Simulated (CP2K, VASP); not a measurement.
VASP input:

**KPOINTS**
```
Automatic mesh
0
Gamma
6 6 6
0 0 0
```

### INCAR
```
ALGO = Normal
EDIFF = 1E-6
ENCUT = 300
GGA = PS
ISIF = 2
ISMEAR = -1
LASPH = .True.
LCHARG = .False.
LMAXMIX = 4
LREAL = .False.
LWAVE = .False.
NELM = 100
PREC = Accurate
SIGMA = 0.1
SYSTEM = SiRh
```

**POSCAR**
```
SiRh
1
    4.6860800000     0.0000000000     0.0000000000
    0.0000000000     4.6860800000     0.0000000000
    0.0000000000     0.0000000000     4.6860800000
Si Rh
4 4
Direct
  0.1581000000   0.3419000000   0.6581000000
  0.3419000000   0.6581000000   0.1581000000
  0.6581000000   0.1581000000   0.3419000000
  0.8419000000   0.8419000000   0.8419000000
  0.8467100000   0.6532900000   0.3467100000
  0.6532900000   0.3467100000   0.8467100000
  0.3467100000   0.8467100000   0.6532900000
  0.1532900000   0.1532900000   0.1532900000
```

POTCAR, in this order: Si Rh_pv (PBE.64 set). Program: vasp_std.

### Question
Translate it to CP2K.

### Answer
One input that does it (PBEsol, GPW, DZVP-MOLOPT-SR-GTH basis, GTH-PBE potentials (GTH_POTENTIALS)):
```
&GLOBAL
  PROJECT bulk
  RUN_TYPE ENERGY_FORCE
  PRINT_LEVEL LOW
&END GLOBAL
&FORCE_EVAL
  METHOD Quickstep
  STRESS_TENSOR ANALYTICAL
  &DFT
    BASIS_SET_FILE_NAME BASIS_MOLOPT
    POTENTIAL_FILE_NAME GTH_POTENTIALS
    &QS
      METHOD GPW
      EPS_DEFAULT 1E-10
    &END QS
    &MGRID
      CUTOFF 500
      REL_CUTOFF 50
      NGRIDS 5
    &END MGRID
    &SCF
      SCF_GUESS ATOMIC
      EPS_SCF 1E-6
      MAX_SCF 100
      ADDED_MOS 14
      &DIAGONALIZATION
        ALGORITHM STANDARD
      &END DIAGONALIZATION
      &MIXING
        METHOD BROYDEN_MIXING
        ALPHA 0.3
        NBUFFER 8
      &END MIXING
      &SMEAR ON
        METHOD FERMI_DIRAC
        ELECTRONIC_TEMPERATURE [K] 1160.45
      &END SMEAR
    &END SCF
    &KPOINTS
      SCHEME MONKHORST-PACK 6 6 6
      GAMMA_CENTERED T
    &END KPOINTS
    &XC
      &XC_FUNCTIONAL
        &PBE
          PARAMETRIZATION PBESOL
        &END PBE
      &END XC_FUNCTIONAL
    &END XC
    &PRINT
      &MO
        EIGENVALUES T
        OCCUPATION_NUMBERS T
        NDIGITS 8
        FILENAME mo
        &EACH
          QS_SCF 0
        &END EACH
        ADD_LAST NUMERIC
      &END MO
      &MULLIKEN OFF
      &END MULLIKEN
    &END PRINT
  &END DFT
  &SUBSYS
    &CELL
      A 4.68608000 0.00000000 0.00000000
      B 0.00000000 4.68608000 0.00000000
      C 0.00000000 0.00000000 4.68608000
      PERIODIC XYZ
    &END CELL
    &COORD
      Si       0.74086925     1.60217075     3.08390925
      Si       1.60217075     3.08390925     0.74086925
      Si       3.08390925     0.74086925     1.60217075
      Si       3.94521075     3.94521075     3.94521075
      Rh       3.96775080     3.06136920     1.62471080
      Rh       3.06136920     1.62471080     3.96775080
      Rh       1.62471080     3.96775080     3.06136920
      Rh       0.71832920     0.71832920     0.71832920
    &END COORD
    &KIND Si
      BASIS_SET DZVP-MOLOPT-SR-GTH-q4
      POTENTIAL GTH-PBE-q4
    &END KIND
    &KIND Rh
      BASIS_SET DZVP-MOLOPT-SR-GTH-q17
      POTENTIAL GTH-PBE-q17
    &END KIND
  &END SUBSYS
  &PRINT
    &FORCES ON
    &END FORCES
    &STRESS_TENSOR ON
    &END STRESS_TENSOR
  &END PRINT
&END FORCE_EVAL
```
Both inputs were run and reached self-consistency, which says nothing on mesh or cut-off. Potentials, basis and cut-offs are each code's own, so they don't translate, and total energies aren't comparable.

The structure comes from a computed database's SiRh entry (P2_13); how it stands against other phases isn't given here. The cell was not relaxed at this level, and it may have been scaled.
